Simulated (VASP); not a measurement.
Calculation: rev-vdW-DF2, VASP's PBE PAW potentials (set 64) (plane waves; VASP).

VASP input:

INCAR:
```
! general
SYSTEM   = ZnS
PREC     = Accurate
ENCUT    = 520
LREAL    = F
LASPH    = T
ICHARG   = 11

! electronic loop
EDIFF    = 1E-7
NELM     = 100
ALGO     = Normal
LMAXMIX  = 4

! smearing
ISMEAR   = 0
SIGMA    = 0.05

! functional
GGA      = MK
LUSE_VDW = T
AGGAC    = 0.0
PARAM1   = 0.1234568
PARAM2   = 0.7114
ZAB_VDW  = -1.8867

! output
LWAVE    = F
LCHARG   = F
LORBIT   = 11
```

### POSCAR
```
ZnS
3.8231530
  0.4999999431  -0.8660252941   0.0000000000
  0.4999999431   0.8660252941   0.0000000000
  0.0000000000   0.0000000000   1.6397390225
Zn S
2 2
Direct
  0.6666670000   0.3333330000   0.5002277801
  0.3333330000   0.6666670000   0.0002277801
  0.6666670000   0.3333330000   0.8747722199
  0.3333330000   0.6666670000   0.3747722199
```

**KPOINTS**
```
k-points along high-symmetry lines
10
Line-mode
Reciprocal
  0.000000   0.000000   0.000000 ! GAMMA
  0.000000   0.500000   0.000000 ! M

  0.000000   0.500000   0.000000 ! M
 -0.333333   0.666667   0.000000 ! K

 -0.333333   0.666667   0.000000 ! K
  0.000000   0.000000   0.000000 ! GAMMA

  0.000000   0.000000   0.000000 ! GAMMA
  0.000000   0.000000   0.500000 ! A

  0.000000   0.000000   0.500000 ! A
  0.000000   0.500000   0.500000 ! L

  0.000000   0.500000   0.500000 ! L
 -0.333333   0.666667   0.500000 ! H

 -0.333333   0.666667   0.500000 ! H
  0.000000   0.000000   0.500000 ! A

  0.000000   0.500000   0.500000 ! L
  0.000000   0.500000   0.000000 ! M

 -0.333333   0.666667   0.500000 ! H
 -0.333333   0.666667   0.000000 ! K
```

POTCAR, in this order: Zn S (PBE.64 set). Program: vasp_std. Read from the step before: CHGCAR.

The resulting files:

**OSZICAR**
```
       N       E                     dE             d eps       ncg     rms          rms(c)
DAV:   1     0.242199770792E+03    0.24220E+03   -0.17881E+04  3960   0.199E+03
DAV:   2     0.172193998856E+02   -0.22498E+03   -0.21968E+03  4098   0.385E+02
DAV:   3    -0.430725673451E+01   -0.21527E+02   -0.21330E+02  4770   0.116E+02
DAV:   4    -0.478935511168E+01   -0.48210E+00   -0.48143E+00  4506   0.173E+01
DAV:   5    -0.479787168003E+01   -0.85166E-02   -0.85155E-02  4874   0.213E+00
DAV:   6    -0.479807583485E+01   -0.20415E-03   -0.20415E-03  4590   0.349E-01
DAV:   7    -0.479808371160E+01   -0.78768E-05   -0.78765E-05  4880   0.615E-02
DAV:   8    -0.479808401859E+01   -0.30698E-06   -0.30696E-06  4522   0.120E-02
DAV:   9    -0.479808402984E+01   -0.11247E-07   -0.11222E-07  3488   0.225E-03
   1 F= -.47980840E+01 E0= -.47980840E+01  d E =-.182378E-11
```

OUTCAR:
```
 val. band max:        1.9737384297   @ k =   0.0000   0.0000   0.0000

 cond. band min:       4.0198352037   @ k =   0.0000   0.0000   0.0000



 k-point     1 :       0.0000    0.0000    0.0000
  band No.  band energies     occupation
      1     -11.1359      2.00000
      2     -10.2083      2.00000
      3      -4.4256      2.00000
      4      -4.4131      2.00000
      5      -4.4131      2.00000
      6      -4.3333      2.00000
      7      -4.3333      2.00000
      8      -3.9912      2.00000
      9      -3.9912      2.00000
     10      -3.9164      2.00000
     11      -3.9164      2.00000
     12      -3.7620      2.00000
     13      -3.3227      2.00000
     14       1.0945      2.00000
     15       1.0945      2.00000
     16       1.8954      2.00000
     17       1.9737      2.00000
     18       1.9737      2.00000
     19       4.0198      0.00000
     20       4.9832      0.00000
     21       8.2490      0.00000
     22       8.2492      0.00000

 k-point     2 :       0.0000    0.0556    0.0000
  band No.  band energies     occupation
      1     -11.1149      2.00000
      2     -10.1964      2.00000
      3      -4.4233      2.00000
      4      -4.4126      2.00000
      5      -4.4089      2.00000
      6      -4.3313      2.00000
      7      -4.3274      2.00000
      8      -3.9939      2.00000
      9      -3.9915      2.00000
     10      -3.9304      2.00000
     11      -3.9154      2.00000
     12      -3.7504      2.00000
     13      -3.2926      2.00000
     14       0.9119      2.00000
     15       1.0435      2.00000
     16       1.7417      2.00000
     17       1.8710      2.00000
     18       1.9476      2.00000
     19       4.2355      0.00000
     20       5.1572      0.00000
     21       8.1256      0.00000
     22       8.3127      0.00000

 k-point     3 :       0.0000    0.1111    0.0000
  band No.  band energies     occupation
      1     -11.0532      2.00000
      2     -10.1622      2.00000
...
```

The density is held fixed in this step, so its total energy and stress have no physical meaning.

The compound is ZnS in the wurtzite structure, the high-temperature form. It was relaxed first.
